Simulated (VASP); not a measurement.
# A point defect in a supercell of ZrSi2

Aim: the formation energy and local structure of a point defect in ZrSi2. The start is a cell from a database of measured crystal structures.

Main program and level: VASP 6.6.1; r2SCAN; plane waves and PAW (Zr_sv, Si), in the first sound run; inputs show where later runs differ.

The database entry behind the starting cell differs from later determinations by our own check (a about 0.3 % long), so it need not match the best structure at ambient conditions.

## Step 1: The host crystal

It takes space group Cmcm (No. 63, orthorhombic). The conventional cell has a = 3.706 Å, b = 14.735 Å, c = 3.672 Å, α = 90.00°, β = 90.00°, γ = 90.00°. Nearest to Zr lie 10 Si at 2.72 to 2.97 Å. Nearest to Si lie 4 Si at 2.61 Å and 4 Zr at 2.81 to 2.83 Å. Nearest to Si lie 2 Si at 2.40 Å and 6 Zr at 2.72 to 2.97 Å. Farther neighbours are not listed.

Structure file:

```xyz
6
Lattice="1.8530 -7.3675 0.0000 1.8530 7.3675 0.0000 0.0000 0.0000 3.6720" Properties=species:S:1:pos:R:3 pbc="T T T"
Zr    1.8530    5.8144    0.9180
Zr    1.8530   -5.8144    2.7540
Si    1.8530   -3.6896    0.9180
Si    1.8530    3.6896    2.7540
Si    1.8530    0.7692    0.9180
Si    1.8530   -0.7692    2.7540
```

## Step 2: The host at zero pressure

First cell and atoms are relaxed at a raised cutoff, so that later runs start from this functional's own cell.

Input file INCAR:

```
SYSTEM = ZrSi2
PREC = Accurate
ENCUT = 350
EDIFF = 1E-06
NELM = 120
ISMEAR = 0
SIGMA = 0.05
LREAL = .FALSE.
ALGO = Normal
METAGGA = R2SCAN
LASPH = .TRUE.
NBANDS = 26
LORBIT = 11
LWAVE = .FALSE.
LCHARG = .FALSE.
KPAR = 4
IBRION = 2
NSW = 40
ISIF = 3
EDIFFG = -0.02
POTIM = 0.4
```

Input file POSCAR:

```
ZrSi2
1.0
    1.8530000000     -7.3675000000      0.0000000000
    1.8530000000      7.3675000000      0.0000000000
    0.0000000000      0.0000000000      3.6720000000
Zr Si
2 4
Direct
    0.1054000000      0.8946000000      0.2500000000
    0.8946000000      0.1054000000      0.7500000000
    0.7504000000      0.2496000000      0.2500000000
    0.2496000000      0.7504000000      0.7500000000
    0.4478000000      0.5522000000      0.2500000000
    0.5522000000      0.4478000000      0.7500000000
```

Input file KPOINTS:

```
Automatic mesh
0
Gamma
5 5 5
0 0 0
```

Potentials, in the order of the species: Zr_sv and Si (PBE family, release 64).

Launch:

```console
mpirun -np 4 vasp_std
```

Output:

```text
[banner, memory and clock lines left out]
running    4 mpi-ranks, on    1 nodes
 distrk:  each k-point on    1 cores,    4 groups
 distr:  one band on    1 cores,    1 groups

 POSCAR found type information on POSCAR ZrSi
 POSCAR found :  2 types and       6 ions
|                                                                             |
|               ----> ADVICE to this user running VASP <----                  |
|                                                                             |
|     You enforced a specific xc type in the INCAR file but a different       |
|     [... a line on the potential file left out ...]
|     I HOPE YOU KNOW WHAT YOU ARE DOING!                                     |
|                                                                             |

 LDA part: xc-table for (None), standard interpolation
 POSCAR, INCAR and KPOINTS ok, starting setup
 FFT: planning ... GRIDC
 FFT: planning ... GRID_SOFT
 FFT: planning ... GRID
 WAVECAR not read
 entering main loop
       N       E                     dE             d eps       ncg     rms          rms(c)
DAV:   1     0.163938779483E+03    0.16394E+03   -0.16418E+04  1420   0.110E+03
DAV:   2    -0.777929552899E+02   -0.24173E+03   -0.23778E+03  1684   0.309E+02
DAV:   3    -0.985228937941E+02   -0.20730E+02   -0.20563E+02  2748   0.636E+01
DAV:   4    -0.993275449505E+02   -0.80465E+00   -0.80163E+00  1792   0.143E+01
DAV:   5    -0.993585000814E+02   -0.30955E-01   -0.30940E-01  2312   0.215E+00    0.270E+01
DAV:   6    -0.845169073260E+02    0.14842E+02   -0.10294E+01  2054   0.184E+01    0.941E+00
DAV:   7    -0.845043464808E+02    0.12561E-01   -0.11080E+00  1864   0.580E+00    0.329E+00
DAV:   8    -0.845286073769E+02   -0.24261E-01   -0.12975E-01  2166   0.161E+00    0.127E+00
DAV:   9    -0.845339264723E+02   -0.53191E-02   -0.11770E-02  1830   0.680E-01    0.277E-01
DAV:  10    -0.845344290699E+02   -0.50260E-03   -0.86187E-04  1926   0.202E-01    0.129E-01
DAV:  11    -0.845346085048E+02   -0.17943E-03   -0.20636E-04  2088   0.107E-01    0.293E-02
DAV:  12    -0.845346273731E+02   -0.18868E-04   -0.22824E-05  1906   0.336E-02    0.134E-02
DAV:  13    -0.845346290775E+02   -0.17044E-05   -0.33568E-06  1456   0.136E-02    0.238E-03
DAV:  14    -0.845346287323E+02    0.34517E-06   -0.20266E-07  1016   0.315E-03
   1 F= -.84534629E+02 E0= -.84534001E+02  d E =-.845346E+02
 curvature:   0.00 expect dE= 0.000E+00 dE for cont linesearch  0.000E+00
 trial: gam= 0.00000 g(F)=  0.139E-02 g(S)=  0.581E-02 ort = 0.000E+00 (trialstep = 0.100E+01)
 search vector abs. value=  0.720E-02
 bond charge predicted
       N       E                     dE             d eps       ncg     rms          rms(c)
DAV:   1    -0.845442770841E+02   -0.96480E-02   -0.39805E-01  1466   0.433E+00    0.431E-01
DAV:   2    -0.845400854565E+02    0.41916E-02   -0.14088E-02  1816   0.710E-01    0.226E-01
DAV:   3    -0.845392161715E+02    0.86928E-03   -0.41272E-03  1804   0.409E-01    0.626E-02
DAV:   4    -0.845392516676E+02   -0.35496E-04   -0.29254E-04  1784   0.997E-02    0.320E-02
DAV:   5    -0.845392599151E+02   -0.82476E-05   -0.24662E-05  1800   0.341E-02    0.151E-02
DAV:   6    -0.845392615282E+02   -0.16131E-05   -0.58382E-06  1796   0.135E-02    0.459E-03
DAV:   7    -0.845392619789E+02   -0.45064E-06   -0.67910E-07   970   0.530E-03
   2 F= -.84539262E+02 E0= -.84538892E+02  d E =-.463325E-02
[...]
3 F= -.84539603E+02 E0= -.84539262E+02  d E =-.497441E-02
[...]
4 F= -.84540447E+02 E0= -.84540080E+02  d E =-.843930E-03
[...]
5 F= -.84540481E+02 E0= -.84540103E+02  d E =-.878280E-03
 curvature:  -0.79 expect dE=-0.459E-03 dE for cont linesearch -0.503E-06
 trial: gam= 0.47656 g(F)=  0.133E-03 g(S)=  0.446E-03 ort =-0.313E-04 (trialstep = 0.113E+01)
 search vector abs. value=  0.900E-03
 bond charge predicted
       N       E                     dE             d eps       ncg     rms          rms(c)
DAV:   1    -0.845408713024E+02   -0.38928E-03   -0.70872E-02  1414   0.202E+00    0.231E-01
DAV:   2    -0.845408399363E+02    0.31366E-04   -0.35852E-03  1850   0.414E-01    0.953E-02
DAV:   3    -0.845407402045E+02    0.99732E-04   -0.63958E-04  2150   0.160E-01    0.424E-02
DAV:   4    -0.845407439233E+02   -0.37188E-05   -0.11971E-04  1898   0.525E-02    0.142E-02
DAV:   5    -0.845407486082E+02   -0.46849E-05   -0.24387E-05  2408   0.298E-02    0.104E-02
DAV:   6    -0.845407520703E+02   -0.34621E-05   -0.13854E-06  1330   0.757E-03    0.621E-03
DAV:   7    -0.845407539311E+02   -0.18608E-05   -0.10217E-06   936   0.566E-03    0.113E-03
DAV:   8    -0.845407541551E+02   -0.22409E-06   -0.22615E-07   808   0.316E-03
   6 F= -.84540754E+02 E0= -.84540404E+02  d E =-.272737E-03
 trial-energy change:   -0.000273  1 .order   -0.000267   -0.000638    0.000103
 step:   0.9799(harm=  0.9742)  dis= 0.00257  next Energy=   -84.540761 (dE=-0.280E-03)
 reached required accuracy - stopping structural energy minimisation
```

Run time: 2.5 min. Hardware: 4 MPI ranks of Intel Xeon 6975P-C (Granite Rapids), shared host; peak memory 0.97 GiB; 8.7 min of CPU time.

The logs omit lines about the potential files and the build; timing stands in the text.

OUTCAR, selected parts (step 2):

```text
ion  position               nearest neighbor table
   1  0.105  0.895  0.250-   6 2.72   6 2.72   6 2.72   6 2.72   4 2.81   4 2.81   3 2.83   3 2.83
                             5 2.97   5 2.97   2 3.61   2 3.61
   2  0.895  0.105  0.750-   5 2.72   5 2.72   5 2.72   5 2.72   3 2.81   3 2.81   4 2.83   4 2.83
                             6 2.97   6 2.97   1 3.61   1 3.61
   3  0.750  0.250  0.250-   4 2.61   4 2.61   4 2.61   4 2.61   2 2.81   2 2.81   1 2.83   1 2.83

  LATTYP: Found a base centered orthorhombic cell.
 ALAT       =     3.7060000000
 B/A-ratio  =     3.9759848894
 C/A-ratio  =     0.9908256881

 Subroutine GETGRP returns: Found  8 space group operations
 (whereof  4 operations were pure point group operations)

The static configuration has the point symmetry C_2h.
 The point group associated with its full space group is D_2h.

 Found     27 irreducible k-points:

   k-points           NKPTS =     27   k-points in BZ     NKDIM =     27   number of bands    NBANDS=     26

   dimension x,y,z NGX =    48 NGY =   48 NGZ =   24
   dimension x,y,z NGXF=    96 NGYF=   96 NGZF=   48

   ENCUT  =  350.0 eV  25.72 Ry    5.07 a.u.  11.59 11.59  5.60*2*pi/ulx,y,z

   NELECT =      40.0000    total number of electrons

 k-points in reciprocal lattice and weights: Automatic mesh
   0.00000000  0.00000000  0.00000000       0.008
   0.20000000  0.00000000  0.00000000       0.032
   0.40000000  0.00000000  0.00000000       0.032
   0.20000000  0.20000000  0.00000000       0.016
   0.40000000  0.20000000  0.00000000       0.032
  -0.40000000  0.20000000  0.00000000       0.032
  -0.20000000  0.20000000  0.00000000       0.016
   0.40000000  0.40000000  0.00000000       0.016
  -0.40000000  0.40000000  0.00000000       0.016
[...]
0.40000000  0.40000000  0.40000000       0.032
  -0.40000000  0.40000000  0.40000000       0.032

 average (electrostatic) potential at core
       1 -78.8438       2 -78.8438       3 -82.4885       4 -82.4885       5 -82.4817
       6 -82.4817

 E-fermi :  10.0817

 k-point     1 :       0.0000    0.0000    0.0000
  band No.  band energies     occupation
    ...
     16       7.3503      2.00000
     17       7.4599      2.00000
     18       7.6071      2.00000
     19       7.6241      2.00000
     20      10.0804      1.02845
     21      11.3064      0.00000
     22      11.6030      0.00000
     23      11.6672      0.00000
     24      11.8287      0.00000
     25      12.3118      0.00000
    ...

 k-point     2 :       0.2000    0.0000    0.0000
  band No.  band energies     occupation
    ...
     15       6.9984      2.00000
     16       7.4060      2.00000
     17       7.5916      2.00000
     18       8.0399      2.00000
     19       8.3015      2.00000
     20      10.2050      0.00049
     21      10.7767      0.00000
     22      11.2548      0.00000
     23      11.3490      0.00000
     24      11.8265      0.00000
    ...

 k-point     3 :       0.4000    0.0000    0.0000
  band No.  band energies     occupation
    ...
     16       7.4138      2.00000
     17       8.1133      2.00000
     18       8.4409      2.00000
     19       8.9425      2.00000
     20       9.2555      2.00000
     21      10.4124      0.00000
     22      10.8194      0.00000
     23      11.5122      0.00000
     24      11.9340      0.00000
     25      12.2864      0.00000
    ...

  Total        0.0246300      0.0020986      0.0084408      0.0000000      0.0000000      0.0000000
  in kB        0.3931577      0.0334994      0.1347366      0.0000000      0.0000000      0.0000000
  external PRESSURE =       0.1871312 kB  Pullay stress =       0.0000000 kB

  energy-cutoff  :      350.00
  volume of cell :      100.37
      direct lattice vectors                 reciprocal lattice vectors
     1.853877770 -7.415149304  0.000000000     0.269704944 -0.067429526 -0.000000000
     1.853877770  7.415149304 -0.000000000     0.269704944  0.067429526  0.000000000
     0.000000000 -0.000000000  3.650704385     0.000000000  0.000000000  0.273919741

 POSITION                                       TOTAL-FORCE (eV/Angst)
 -----------------------------------------------------------------------------------
      1.85388      5.84692      0.91268         0.000000      0.010523     -0.000000
      1.85388     -5.84692      2.73803         0.000000     -0.010523      0.000000
      1.85388     -3.70022      0.91268         0.000000     -0.004802      0.000000
      1.85388      3.70022      2.73803         0.000000      0.004802     -0.000000
      1.85388      0.76522      0.91268         0.000000     -0.000360      0.000000
      1.85388     -0.76522      2.73803         0.000000      0.000360     -0.000000
 -----------------------------------------------------------------------------------
    total drift:                                0.000000      0.000000     -0.000000

  FREE ENERGIE OF THE ION-ELECTRON SYSTEM (eV)
  ---------------------------------------------------
  free  energy   TOTEN  =       -84.5407541551 eV

  energy  without entropy=      -84.5400531001  energy(sigma->0) =      -84.54040363

 reached required accuracy - stopping structural energy minimisation

 total charge
# of ion       s       p       d       tot
------------------------------------------
    1        2.145   5.991   1.743   9.880
    2        2.145   5.991   1.743   9.880
    3        0.750   0.883   0.000   1.632
    4        0.750   0.883   0.000   1.632
    5        0.766   0.957   0.000   1.723
    6        0.766   0.957   0.000   1.723
--------------------------------------------------
tot          7.323  15.660   3.487  26.470

[... 3 further parts left out ...]
```

CONTCAR:

```
ZrSi2
   1.00000000000000
     1.8538777696879885   -7.4151493035807485    0.0000000000000000
     1.8538777696879885    7.4151493035807485   -0.0000000000000000
     0.0000000000000000   -0.0000000000000000    3.6507043852625718
  Zr              Si
     2     4
Direct
     0.1057449931363820    0.8942550068636179    0.2500000000000000
     0.8942550068636179    0.1057449931363820    0.7500000000000000
     0.7495041229378320    0.2504958770621681    0.2500000000000000
     0.2504958770621681    0.7495041229378320    0.7500000000000000
     0.4484017232245244    0.5515982767754756    0.2500000000000000
     0.5515982767754756    0.4484017232245244    0.7500000000000000
```

The k-mesh is coarse for a metal. The PAW data sets were made with PBE, which is usual practice but a small mismatch for other functionals. The run keeps the 8 symmetry operations of its start, so it cannot find a distortion of lower symmetry.

The steps of the relaxation:

```csv
step,energy less that of the first step (eV),largest force (eV/Å),pressure (GPa),volume (Å³)
1,0.0000,0.1054,-0.07,100.26
2,-0.0046,0.0803,0.16,100.18
3,-0.0050,0.0718,0.24,100.15
4,-0.0058,0.0353,-0.12,100.45
5,-0.0059,0.0248,-0.23,100.54
6,-0.0061,0.0105,0.02,100.37
```

```csv
"conventional cell, symmetrised",before,after,change
a (Å),3.706,3.708,+0.0 %
b (Å),14.735,14.830,+0.6 %
c (Å),3.672,3.651,-0.6 %
volume (Å³/atom),16.71,16.73,+0.1 %
```

The atoms that moved most (Å, as changes of fractional coordinates times the final cell):

```csv
atom,dx,dy,dz,length
Si4,0.000,-0.013,0.000,0.013
Si3,0.000,0.013,0.000,0.013
Si6,0.000,0.009,0.000,0.009
Si5,0.000,-0.009,0.000,0.009
Zr1,0.000,-0.005,0.000,0.005
Zr2,0.000,0.005,0.000,0.005
```

The relaxed structure:

```
Zr Si
1.0
     1.85388   -7.41515    0.00000
     1.85388    7.41515    0.00000
     0.00000    0.00000    3.65070
Zr Si
2 4
Direct
  0.10574 0.89426 0.25000
  0.89426 0.10574 0.75000
  0.74950 0.25050 0.25000
  0.25050 0.74950 0.75000
  0.44840 0.55160 0.25000
  0.55160 0.44840 0.75000
```

Numbers from this step:

| Quantity | Value |
| --- | --- |
| electronic cycles | 46 |
| electrons | 40 |
| free energy (TOTEN) | -84.5408 eV |
| energy at zero smearing | -84.5404 eV |
| Fermi energy | 10.08 eV |
| labelled metallic, from the levels on this mesh | yes |

The run ended after 6 ionic steps, 0.006 eV below its first step, once forces and stress met EDIFFG = -0.02.

(Continued in part 2 of 4.)

[Lines on the potential files, build, host, timing and source positions are cut from VASP's logs without a mark.]

[Logs are printed without paths, hosts, clocks, repeated set-up lines and the standing remarks that a program may print on its own settings, such as how far it seeks lower states.]

[Hosts, paths, dates, database ids (printed as entryN), source tags and the programs' standing remarks are cut or masked in the printed files.]

[In band tables of VASP the shares of atoms and orbitals are scaled to a sum of 1 inside the atoms' spheres.]

[Runs that stopped without an error message from VASP are left out.]
